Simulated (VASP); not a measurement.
Here is a VASP 6.6.1 calculation.

INCAR

```
ALGO = Fast
EDIFF = 1E-7
ENCUT = 520
GGA = PS
ISIF = 2
ISMEAR = -1
LASPH = True
LCHARG = True
LELF = True
LREAL = False
LVHAR = True
LWAVE = False
NBANDS = 32
NELM = 60
PREC = Accurate
SIGMA = 0.1
```

The input KPOINTS:

```
k-points
0
Gamma
  8 8 4
```

File POSCAR:

```
Hf2CdSb3
1.0
    4.0740550000      0.0000000000      0.0000000000
    0.0000000000      4.0740550000      0.0000000000
    0.0000000000      0.0000000000      8.9288240000
Sb Cd Hf
3 1 2
Direct
    0.5000000000      0.5000000000      0.0000000000
    0.0000000000      0.5000000000      0.3820000000
    0.5000000000      0.0000000000      0.6180000000
    0.0000000000      0.0000000000      0.0000000000
    0.0000000000      0.5000000000      0.7340000000
    0.5000000000      0.0000000000      0.2660000000
```

Potentials or basis: VASP PAW PBE potentials, release 64 (Sb, Cd, Hf_pv).

Command:

```sh
$ cat potpaw_PBE.64/Sb/POTCAR potpaw_PBE.64/Cd/POTCAR potpaw_PBE.64/Hf_pv/POTCAR > POTCAR
$ mpirun -np 1 vasp_std > vasp.out
```

Q: Estimate the band gap on the k mesh.

A: None (metal or under the smearing width).

Q: What does it give for the pressure?

A: -7.1 GPa.

Forces on the atoms (eV/Å):
```
Sb   0.000  0.000  0.000
Sb   0.000  0.000 -0.259
Sb   0.000  0.000  0.259
Cd   0.000  0.000  0.000
Hf   0.000  0.000 -0.432
Hf   0.000  0.000  0.432
```

Caveat: the PAW data sets were made with another functional, which shifts forces and pressure a little. The run has no spin-orbit coupling, so splittings on Hf, Sb are missing.
